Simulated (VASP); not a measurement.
VASP ran on this input.

KPOINTS:
```
Regular mesh
0
G
  15 15 15
```

**INCAR**
```
ALGO  =  Normal
EDIFF  =  1E-7
ENCUT  =  520
GGA  =  91
ISIF  =  2
ISMEAR  =  1
LASPH  =  T
LCHARG  =  F
LMAXMIX  =  4
LREAL  =  F
LWAVE  =  F
NELM  =  100
PREC  =  Accurate
SIGMA  =  0.1
SYSTEM  =  TiN
```

### POSCAR
```
TiN
1
    0.0000000000     2.1246292889     2.1246292889
    2.1246292889     0.0000000000     2.1246292889
    2.1246292889     2.1246292889     0.0000000000
Ti N
1 1
Direct
  0.0000000000   0.0000000000   0.0000000000
  0.5000000000   0.5000000000   0.5000000000
```

POTCAR, in this order: Ti_sv N (PBE.64 set). Program: vasp_std.

Question: Translate this PW91 calculation to Quantum ESPRESSO's pw.x.

Answer: One equivalent input (not run):
```
&CONTROL
  calculation = 'scf'
  pseudo_dir = './pseudo'
  outdir = './out'
  tprnfor = .true.
  tstress = .true.
/
&SYSTEM
  ibrav = 0
  nat = 2
  ntyp = 2
  ecutwfc = 84
  occupations = 'smearing'
  smearing = 'methfessel-paxton'
  degauss = 0.00735
  input_dft = 'pw91'
/
&ELECTRONS
  conv_thr = 7.3e-09
  electron_maxstep = 100
/
ATOMIC_SPECIES
  Ti 47.867 Ti.upf
  N 14.007 N.upf
CELL_PARAMETERS angstrom
     0.0000000    2.1246293    2.1246293
     2.1246293    0.0000000    2.1246293
     2.1246293    2.1246293    0.0000000
ATOMIC_POSITIONS crystal
  Ti   0.0000000  0.0000000  0.0000000
  N    0.5000000  0.5000000  0.5000000
K_POINTS automatic
  15 15 15 0 0 0
```
What does not carry over: the potentials are each code's own (VASP's PAW set, PseudoDojo norm-conserving files in pw.x), so ENCUT and ecutwfc are chosen apart and not converted; conv_thr bounds pw.x's estimated SCF error, while EDIFF bounds the energy change between steps.

The compound is TiN in the rock salt structure. It was relaxed first.
